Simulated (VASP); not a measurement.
Here is the system:

```
BN
1.0
    0.00000     1.74643     1.74643
    1.74643     0.00000     1.74643
    1.74643     1.74643     0.00000
N B
1 1
Direct
  0.00000   0.00000   0.00000
  0.50000   0.50000   0.50000
```

All values below come from r2SCAN meta-GGA, VASP's PBE PAW potentials (set 64) (plane waves; VASP 6.6.1). Settings: 520 eV cut-off, 12×12×12 Γ-centred mesh, Gaussian smearing of 0.050 eV, potentials N B.

Q: Estimate the energy per atom (σ→0).

A: 
The energy per atom (σ→0) is -7.715 eV/atom.

Total energies compare only between runs with the same potentials, cut-off and functional.

The structure was generated: BN was put into the rocksalt type (Fm-3m), which need not be its known phase. It was relaxed first. The start is the result of an earlier pass.
